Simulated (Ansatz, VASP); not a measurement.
# CaCu3: VASP beside Ansatz

Aim: how closely do two programs agree when they are given the same cell, functional and k mesh? The cell is generated by rule, not measured, and may not be a known phase. The cell is taken from a series of runs on this material, whose earlier steps may have relaxed, scaled, displaced or heated it; both programs get it as it stands.

Method: plane waves, with VASP 6.6.1 beside it; relaxation of cell and atoms at LDA, in Ansatz 0.2.0.

The structure was built from a prototype and need not be the compound's stable phase.

**1. The structure**

The structure is cubic, space group Pm-3m (No. 221). The conventional cell has a = 3.911 Å, b = 3.911 Å, c = 3.911 Å, α = 90.00°, β = 90.00°, γ = 90.00°. Nearest to Ca lie 12 Cu at 2.77 Å. Nearest to Cu lie 4 Ca at 2.77 Å and 8 Cu at 2.77 Å. Farther neighbours are not listed.

Structure file:

```xyz
4
Lattice="3.9108 0.0000 0.0000 0.0000 3.9108 0.0000 0.0000 0.0000 3.9108" Properties=species:S:1:pos:R:3 pbc="T T T"
Ca    0.0000    0.0000    0.0000
Cu    0.0000    1.9554    1.9554
Cu    1.9554    0.0000    1.9554
Cu    1.9554    1.9554    0.0000
```

**2. VASP: relaxation of cell and atoms, LDA, pair 1**

The relaxed volume is the usual yardstick between codes: in a stiff, nearly cubic crystal its relative difference is about their pressure difference at one cell divided by the bulk modulus.

Lines of VASP's logs that name or quote its potential files are left out, and so is its time.

INCAR

```
SYSTEM = CaCu3
PREC = Accurate
ENCUT = 600
EDIFF = 1E-07
NELM = 120
ISMEAR = 1
SIGMA = 0.2
LREAL = .FALSE.
ALGO = Normal
GGA = CA
NBANDS = 27
LASPH = .TRUE.
LORBIT = 11
LWAVE = .FALSE.
LCHARG = .FALSE.
ISIF = 3
IBRION = 2
NSW = 80
EDIFFG = -0.005
GGA_COMPAT = .FALSE.
NELMIN = 4
KPAR = 2
```

POSCAR

```
CaCu3
1.0
    3.9107710000      0.0000000000      0.0000000000
    0.0000000000      3.9107710000      0.0000000000
    0.0000000000      0.0000000000      3.9107710000
Ca Cu
1 3
Direct
    0.0000000000      0.0000000000      0.0000000000
    0.0000000000      0.5000001279      0.5000001279
    0.5000001279      0.0000000000      0.5000001279
    0.5000001279      0.5000001279      0.0000000000
```

KPOINTS

```
Automatic mesh
0
Gamma
12 12 12
0 0 0
```

Potentials, in the order of the species: Ca_sv and Cu (LDA family, release 64).

Run with:

```bash
$ mpirun -np 2 vasp_std
```

Numbers of over 12 decimals in the logs are rounded to 6 here.

Output:

```text
[banner, memory and clock lines left out]
running    2 mpi-ranks, on    1 nodes
 distrk:  each k-point on    1 cores,    2 groups
 distr:  one band on    1 cores,    1 groups

 POSCAR found type information on POSCAR CaCu
 POSCAR found :  2 types and       4 ions
 LDA part: xc-table for (Slater(with rela. corr.)+CA(PZ))
 , standard interpolation
 POSCAR, INCAR and KPOINTS ok, starting setup
 FFT: planning ... GRIDC
 FFT: planning ... GRID_SOFT
 FFT: planning ... GRID
 WAVECAR not read
 entering main loop
       N       E                     dE             d eps       ncg     rms          rms(c)
DAV:   1     0.387218953107E+03    0.38722E+03   -0.21631E+04  4552   0.272E+03
DAV:   2     0.855189313228E+01   -0.37867E+03   -0.37083E+03  4539   0.462E+02
DAV:   3    -0.187345865901E+02   -0.27286E+02   -0.25831E+02  5451   0.168E+02
DAV:   4    -0.208436381309E+02   -0.21091E+01   -0.20797E+01  8175   0.397E+01
DAV:   5    -0.208844303712E+02   -0.40792E-01   -0.40717E-01  6531   0.576E+00    0.214E+01
DAV:   6    -0.241659222964E+02   -0.32815E+01   -0.13285E+02  5991   0.227E+02    0.185E+01
DAV:   7    -0.158730484266E+02    0.82929E+01   -0.33360E+01  5617   0.937E+01    0.459E+00
DAV:   8    -0.155570265435E+02    0.31602E+00   -0.15293E+00  7255   0.170E+01    0.191E+00
DAV:   9    -0.154825937566E+02    0.74433E-01   -0.29721E-01  7907   0.580E+00    0.518E-01
DAV:  10    -0.154791725641E+02    0.34212E-02   -0.65588E-02  7045   0.403E+00    0.250E-01
DAV:  11    -0.154786559596E+02    0.51660E-03   -0.10036E-02  7267   0.154E+00    0.817E-02
DAV:  12    -0.154783739805E+02    0.28198E-03   -0.88214E-04  6179   0.549E-01    0.264E-02
DAV:  13    -0.154783529466E+02    0.21034E-04   -0.12258E-04  7975   0.789E-02    0.352E-03
DAV:  14    -0.154783533908E+02   -0.44417E-06   -0.60391E-06  6791   0.198E-02    0.879E-04
DAV:  15    -0.154783533994E+02   -0.85374E-08   -0.18571E-07  4398   0.338E-03
   1 F= -.15478353E+02 E0= -.15478725E+02  d E =-.154784E+02
 curvature:   0.00 expect dE= 0.000E+00 dE for cont linesearch  0.000E+00
 trial: gam= 0.00000 g(F)=  0.000E+00 g(S)=  0.295E-02 ort = 0.000E+00 (trialstep = 0.100E+01)
 search vector abs. value=  0.295E-02
 bond charge predicted
       N       E                     dE             d eps       ncg     rms          rms(c)
DAV:   1    -0.155723522090E+02   -0.93999E-01   -0.15625E+00  4917   0.227E+01    0.249E+00
DAV:   2    -0.155468726269E+02    0.25480E-01   -0.12600E+00  5428   0.203E+01    0.171E+00
DAV:   3    -0.154831593558E+02    0.63713E-01   -0.35258E-01  5676   0.111E+01    0.490E-01
DAV:   4    -0.154797054201E+02    0.34539E-02   -0.20792E-02  7625   0.147E+00    0.156E-01
DAV:   5    -0.154795284804E+02    0.17694E-03   -0.11326E-03  6016   0.289E-01    0.115E-01
DAV:   6    -0.154794661828E+02    0.62298E-04   -0.55605E-04  7565   0.280E-01    0.107E-02
DAV:   7    -0.154794675205E+02   -0.13376E-05   -0.36688E-05  6975   0.680E-02    0.582E-03
DAV:   8    -0.154794671244E+02    0.39605E-06   -0.21023E-06  6948   0.125E-02    0.155E-03
DAV:   9    -0.154794670945E+02    0.29938E-07   -0.20820E-07  4265   0.511E-03
   2 F= -.15479467E+02 E0= -.15479830E+02  d E =-.111370E-02
 trial-energy change:   -0.001114  1 .order   -0.001176   -0.002945    0.000593
 step:   0.8166(harm=  0.8324)  dis= 0.00000  next Energy=   -15.479522 (dE=-0.117E-02)
 bond charge predicted
       N       E                     dE             d eps       ncg     rms          rms(c)
DAV:   1    -0.154827065311E+02   -0.32394E-02   -0.52279E-02  4908   0.410E+00    0.470E-01
DAV:   2    -0.154820769154E+02    0.62962E-03   -0.46343E-02  5480   0.391E+00    0.330E-01
DAV:   3    -0.154796256779E+02    0.24512E-02   -0.12583E-02  5638   0.210E+00    0.819E-02
DAV:   4    -0.154795274019E+02    0.98276E-04   -0.67140E-04  6798   0.198E-01    0.335E-02
DAV:   5    -0.154795165535E+02    0.10848E-04   -0.83216E-05  6754   0.933E-02    0.215E-02
DAV:   6    -0.154795163537E+02    0.19981E-06   -0.99662E-06  7436   0.271E-02    0.842E-03
DAV:   7    -0.154795153339E+02    0.10198E-05   -0.57005E-06  7075   0.401E-02    0.166E-03
DAV:   8    -0.154795153481E+02   -0.14225E-07   -0.28757E-07  4448   0.518E-03
   3 F= -.15479515E+02 E0= -.15479880E+02  d E =-.116195E-02
 curvature:  -0.41 expect dE=-0.157E-05 dE for cont linesearch -0.157E-05
 trial: gam=-0.03464 g(F)=  0.280E-49 g(S)=  0.380E-05 ort = 0.106E-03 (trialstep = 0.963E+00)
 search vector abs. value=  0.501E-08
 reached required accuracy - stopping structural energy minimisation
```

From OUTCAR (step 2):

```text
ion  position               nearest neighbor table
   1  0.000  0.000  0.000-   2 2.77   3 2.77   4 2.77   4 2.77   2 2.77   3 2.77   3 2.77   4 2.77
                             2 2.77   3 2.77   2 2.77   4 2.77
   2  0.000  0.500  0.500-   1 2.77   3 2.77   4 2.77   4 2.77   3 2.77   1 2.77   4 2.77   1 2.77
                             3 2.77   3 2.77   4 2.77   1 2.77
   3  0.500  0.000  0.500-   1 2.77   2 2.77   4 2.77   4 2.77   2 2.77   1 2.77   4 2.77   1 2.77
                             2 2.77   4 2.77   2 2.77   1 2.77
   4  0.500  0.500  0.000-   1 2.77   2 2.77   3 2.77   3 2.77   2 2.77   1 2.77   3 2.77   1 2.77
                             2 2.77   3 2.77   2 2.77   1 2.77

  LATTYP: Found a simple cubic cell.
 ALAT       =     3.9107710000

 Subroutine GETGRP returns: Found 48 space group operations
 (whereof 48 operations were pure point group operations)

The static configuration has the point symmetry O_h .

 Found     84 irreducible k-points:

   k-points           NKPTS =     84   k-points in BZ     NKDIM =     84   number of bands    NBANDS=     27

   dimension x,y,z NGX =    32 NGY =   32 NGZ =   32
   dimension x,y,z NGXF=    64 NGYF=   64 NGZF=   64

   ENCUT  =  600.0 eV  44.10 Ry    6.64 a.u.   7.81  7.81  7.81*2*pi/ulx,y,z

   NELECT =      43.0000    total number of electrons

 k-points in reciprocal lattice and weights: Automatic mesh
   0.00000000  0.00000000  0.00000000       0.001
   0.08333333  0.00000000  0.00000000       0.003
   0.16666667  0.00000000  0.00000000       0.003
   0.25000000  0.00000000  0.00000000       0.003
   0.33333333  0.00000000  0.00000000       0.003
   0.41666667  0.00000000  0.00000000       0.003
   0.50000000  0.00000000  0.00000000       0.002
   0.08333333  0.08333333  0.00000000       0.007
   0.16666667  0.08333333  0.00000000       0.014
[...]
0.50000000  0.50000000  0.41666667       0.003
   0.50000000  0.50000000  0.50000000       0.001

 average (electrostatic) potential at core
       1 -42.5011       2 -66.3162       3 -66.3162       4 -66.3162

 E-fermi :   5.9173

 k-point     1 :       0.0000    0.0000    0.0000
  band No.  band energies     occupation
    ...
     16       3.4249      2.00000
     17       3.5237      2.00000
     18       3.7600      2.00000
     19       3.7600      2.00000
     20       3.7600      2.00000
     21       7.6462     -0.00000
     22       7.6462     -0.00000
     23       7.7994     -0.00000
     24       7.7994     -0.00000
     25       7.7994     -0.00000
    ...

 k-point     2 :       0.0833    0.0000    0.0000
  band No.  band energies     occupation
    ...
     16       3.4264      2.00000
     17       3.5074      2.00000
     18       3.7085      2.00000
     19       3.7085      2.00000
     20       3.7601      2.00000
     21       6.7571     -0.00000
     22       7.6512     -0.00000
     23       7.8066     -0.00000
     24       7.8066     -0.00000
     25       8.5251     -0.00000
    ...

 k-point     3 :       0.1667    0.0000    0.0000
  band No.  band energies     occupation
    ...
     17       3.4632      2.00000
     18       3.5681      2.00000
     19       3.5681      2.00000
     20       3.7602      2.00000
     21       5.7132      2.05424
     22       7.6657     -0.00000
     23       7.8051     -0.00000
     24       7.8051     -0.00000
     25       9.1595     -0.00000
     26      11.0433      0.00000
    ...

  Total        0.0102512      0.0102512      0.0102512     -0.0000000      0.0000000     -0.0000000
  in kB        0.2722977      0.2722977      0.2722977     -0.0000000      0.0000000     -0.0000000
  external PRESSURE =       0.2722977 kB  Pullay stress =       0.0000000 kB

  energy-cutoff  :      600.00
  volume of cell :       60.32
      direct lattice vectors                 reciprocal lattice vectors
     3.921759230 -0.000000000 -0.000000000     0.254987607 -0.000000000  0.000000000
     0.000000000  3.921759230 -0.000000000     0.000000000  0.254987607  0.000000000
     0.000000000  0.000000000  3.921759230     0.000000000  0.000000000  0.254987607

 POSITION                                       TOTAL-FORCE (eV/Angst)
 -----------------------------------------------------------------------------------
      0.00000      0.00000      0.00000         0.000000      0.000000      0.000000
      0.00000      1.96088      1.96088        -0.000000      0.000000      0.000000
      1.96088     -0.00000      1.96088         0.000000      0.000000      0.000000
      1.96088      1.96088     -0.00000        -0.000000      0.000000      0.000000
 -----------------------------------------------------------------------------------
    total drift:                               -0.000193     -0.000193     -0.000193

  FREE ENERGIE OF THE ION-ELECTRON SYSTEM (eV)
  ---------------------------------------------------
  free  energy   TOTEN  =       -15.4795153481 eV

  energy  without entropy=      -15.4806086468  energy(sigma->0) =      -15.47987978

 reached required accuracy - stopping structural energy minimisation

 total charge
# of ion       s       p       d       tot
------------------------------------------
    1        2.090   5.876   0.361   8.328
    2        0.504   0.270   9.170   9.944
    3        0.504   0.270   9.170   9.944
    4        0.504   0.270   9.170   9.944
--------------------------------------------------
tot          3.601   6.686  27.873  38.159

[... 3 further parts left out ...]
```

(Continued in part 2 of 2.)

[Lines on the potential files, build, host, timing and source positions are cut from VASP's logs without a mark.]

[Logs are printed without paths, hosts, clocks, repeated set-up lines and the standing remarks that a program may print on its own settings, such as how far it seeks lower states.]

[Hosts, paths, dates, database ids (printed as entryN), source tags and the programs' standing remarks are cut or masked in the printed files.]
